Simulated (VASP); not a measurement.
Ba2Be:

```
Ba Be
1.0
     4.60246    0.00000    0.00000
    -2.30123    3.98585    0.00000
     0.00000    0.00000    4.60354
Ba Be
2 1
Direct
  0.33333 0.66667 0.50000
  0.66667 0.33333 0.50000
  0.00000 0.00000 0.00000
```

The cell was built by a generator and needn't be a form met in nature.

* Program: VASP 6.6.1
* Task: relaxation of cell and atoms
* Functional: PBE
* Potentials or basis: VASP PAW PBE potentials, release 64 (Ba_sv, Be)
* Cutoff: 600 eV
* k mesh: 7 × 7 × 6
* Occupations: methfessel-paxton, width 0.2 eV
* Spin: no spin polarisation

At the start: pressure 24.6 GPa; volume 28.15 Å³/atom.

Task: How do energy, volume and symmetry change on relaxing?

Result: Over 12 steps the energy falls by 1420.2 meV/atom and the volume is 35.15 Å³/atom (+24.8 %); space group P6/mmm (No. 191, to 0.05 Å).

Step by step:
| step | energy change (eV) | largest force (eV/Å) | pressure (GPa) | volume (Å³) |
| --- | --- | --- | --- | --- |
| 1 | 0.0000 | 0.0000 | 24.62 | 84.45 |
| 2 | -3.7693 | 0.0000 | -2.70 | 143.08 |
| 3 | -3.7401 | 0.0000 | -1.06 | 122.57 |
| 4 | -3.8176 | 0.0000 | -2.21 | 133.59 |
| 5 | -3.8169 | 0.0000 | -2.10 | 132.25 |
| 6 | -4.0788 | 0.0000 | -1.69 | 123.21 |
| 7 | -4.2130 | 0.0000 | -1.16 | 115.54 |
| 8 | -4.1417 | 0.0000 | 0.52 | 100.11 |
| 9 | -4.2482 | 0.0000 | -0.71 | 110.51 |
| 10 | -4.2496 | 0.0000 | -0.61 | 109.39 |
| 11 | -4.2597 | 0.0000 | -0.19 | 106.56 |
| 12 | -4.2607 | 0.0000 | 0.00 | 105.44 |

Final structure:
```yaml
crystal:
  lattice:
    - [5.82424, 0.00000, 0.00000]
    - [-2.91212, 5.04394, 0.00000]
    - [0.00000, 0.00000, 3.58908]
  atoms:
    - { symbol: Ba, position: [0.33333, 0.66667, 0.50000] }
    - { symbol: Ba, position: [0.66667, 0.33333, 0.50000] }
    - { symbol: Be, position: [0.00000, 0.00000, 0.00000] }
```

Caveat: the volume moved by over 15 % at a fixed basis, so the end points are rough.
